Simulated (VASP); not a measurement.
Level of theory: LDA (Ceperley-Alder, Perdew-Zunger), VASP's LDA PAW potentials (set 64) (plane waves; VASP 6.6.1).

VASP ran on this input.

File POSCAR:
```
HfC
1.0
  0.0000000000   2.2179124364   2.2179124364
  2.2179124364   0.0000000000   2.2179124364
  2.2179124364   2.2179124364   0.0000000000
Hf C
1 1
Cartesian
  0.0000000000   0.0000000000   0.0000000000
  2.2179124364   2.2179124364   2.2179124364
```

**INCAR**
```
! general
SYSTEM  = HfC
PREC    = Accurate
ENCUT   = 620   ! plane-wave cut-off (eV)
LREAL   = .False.   ! projection in real space or not
LASPH   = .True.

! electronic loop
EDIFF   = 1E-6   ! SCF stop (eV)
NELM    = 100   ! most electronic steps
ALGO    = Normal
LMAXMIX = 6   ! l cut-off of mixed one-centre charges

! smearing
ISMEAR  = 1   ! Methfessel-Paxton
SIGMA   = 0.1

! ions
IBRION  = 2
NSW     = 40
ISIF    = 3   ! ions, shape and volume
EDIFFG  = -0.02
PSTRESS = 450

! output
LWAVE   = .False.
LCHARG  = .False.
```

KPOINTS:
```
Regular mesh
0
G
14 14 14
0 0 0
```

POTCAR, in this order: Hf_pv C (LDA.64 set). Program: vasp_std.

Question: What will the output report for the number of irreducible k-points (NKPTS), largest plane-wave count, number of space-group operations, FFT grid (NGX, NGY, NGZ)?

Answer: 
```
Quantity                                       Value
--------------------------------------  ------------
number of irreducible k-points (NKPTS)           104
largest plane-wave count                         778
number of space-group operations                  48
FFT grid (NGX, NGY, NGZ)                28 × 28 × 28
```

The compound is HfC in the rock salt structure. This run relaxes it under an external pressure of 45 GPa. Symmetry was kept, so distortions that lower it aren't found.
